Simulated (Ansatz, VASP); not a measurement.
# SiF: VASP beside Ansatz

Contents of INCAR:

```
PREC = Accurate ; ENCUT = 520
EDIFF = 1E-6 ; ISMEAR = -1
SIGMA = 0.05 ; LREAL = False
LASPH = True ; NELM = 100
ALGO = Normal ; ISIF = 2
LWAVE = False ; LCHARG = False
GGA = PE ; NBANDS = 12
```

KPOINTS

```
Automatic mesh
0
Gamma
  12 12 12
```

Contents of POSCAR:

```
SiF
1.0
    1.3296158367      0.7676529981      3.8721460573
   -1.3296158367      0.7676529981      3.8721460573
    0.0000000000     -1.5353059962      3.8721460573
Si F
1 1
Direct
    0.5000000000      0.5000000000      0.5000000000
    0.0000000000      0.0000000000      0.0000000000
```

The input input.yaml:

```yaml
crystal:
  lattice:
    - [1.3296158367, 0.7676529981, 3.8721460573]
    - [-1.3296158367, 0.7676529981, 3.8721460573]
    - [0.0, -1.5353059962, 3.8721460573]
  atoms:
    - { symbol: Si, position: [0.5, 0.5, 0.5] }
    - { symbol: F, position: [0.0, 0.0, 0.0] }
hamiltonian:
  xc: pbe
  pseudopotentials: { kind: paw }
kpoints:
  mp_grid: { grid: [12, 12, 12] }
scf:
  occupations: { method: fermi_dirac, width: 0.05 }
output:
  forces: true
  stress: true
  eigenvalues: true
  write_density: true
  write_potential: true
  elf: true
  volumetric_format: npy
```

The cell was built by a generator and needn't be a form met in nature.

Alike in both runs: task single point; functional PBE; k mesh 12 × 12 × 12; occupations fermi-dirac, width 0.05 eV; no spin polarisation.

```csv
,VASP,Ansatz
version,VASP 6.6.1,Ansatz 0.2.0
potentials or method,"VASP PAW PBE potentials, release 64 (Si, F)",Ansatz PAW
plane-wave cutoff (eV),520,420
valence electrons in the cell,11,11
```

```tsv
	VASP	Ansatz	Ansatz less VASP
gap on the k mesh at the Fermi level (eV)	none	none	-
pressure (GPa)	1.8	2.0	+0.22
largest component of the traceless stress (GPa)	0.66	0.63	-0.028
```

A gap of «none» marks a metal or a gap that the smearing closes.

Caveats: an odd number of electrons without spin polarisation forces a metal; a magnetic or distorted state may lie lower; the pressure holds a Pulay correction of +0.5 GPa for the finite cutoff (Ansatz).
